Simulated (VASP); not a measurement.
```
CELL_PARAMETERS angstrom
      1.44145    -2.49666     0.00000
      1.44145     2.49666     0.00000
      0.00000     0.00000     4.57516
ATOMIC_POSITIONS crystal
  Ti 0.33333 0.66667 0.25000
  Ti 0.66667 0.33333 0.75000
```

All values below come from PBE GGA with D3 dispersion (Becke-Johnson damping), VASP's PBE PAW potentials (set 64) (plane waves; VASP). Settings: 520 eV cut-off, Gaussian smearing of 0.050 eV, potentials Ti_sv.

### Question
Give the energies of bands 9 to 15 at the high-symmetry points, in eV from the Fermi level.

### Answer

| band | Γ | M | K | A | L | H |
|---|---|---|---|---|---|---|
| 9 | -6.36 | -2.44 | -1.86 | -4.43 | -2.71 | -1.34 |
| 10 | -2.85 | -2.34 | -1.45 | -4.43 | -2.71 | -1.34 |
| 11 | 0.78 | -2.02 | -1.45 | 0.05 | -0.91 | -1.18 |
| 12 | 0.78 | -0.59 | -1.36 | 0.05 | -0.91 | -1.18 |
| 13 | 0.88 | 0.47 | 0.21 | 0.68 | 1.45 | -0.22 |
| 14 | 0.89 | 0.65 | 0.21 | 0.68 | 1.45 | -0.22 |
| 15 | 1.32 | 1.22 | 1.57 | 0.68 | 1.81 | 1.74 |

It has no gap at this level: it comes out as a metal or semimetal.

The compound is Ti in the hcp structure. It was relaxed first, which changed the volume by -7 %.
